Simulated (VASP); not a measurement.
Data:

```xyz
2
Lattice="0.0000 2.5566 2.5566 2.5566 0.0000 2.5566 2.5566 2.5566 0.0000" Properties=species:S:1:pos:R:3 pbc="T T T"
Be     0.0000     0.0000     0.0000
Se     1.2783     1.2783     1.2783
```

Computed with PBE GGA with D3 dispersion (Becke-Johnson damping), VASP's PBE PAW potentials (set 64) (plane waves; VASP 6.6.1). Settings: 520 eV cut-off, Gaussian smearing of 0.050 eV, potentials Be Se.

Give the energies of bands 2 to 7 at the high-symmetry points, in eV from the valence-band maximum.

```tsv
band	Γ	X	U	L	W
2	0.00	-5.17	-4.74	-5.83	-4.48
3	0.00	-2.72	-4.12	-1.10	-3.90
4	0.00	-2.72	-2.27	-1.10	-3.38
5	4.50	2.58	3.73	4.40	6.16
6	5.01	4.19	6.86	5.97	7.19
7	5.01	11.86	9.79	5.97	7.37
```

The gap is indirect, 2.58 eV, from the valence maximum at Γ to the conduction minimum at X.

Measured: gap 4.00 eV (computed value off by -1.42 eV), as given by Das et al., (2018), arXiv:1807.05623.

The compound is BeSe in the zinc blende structure. It was relaxed first.
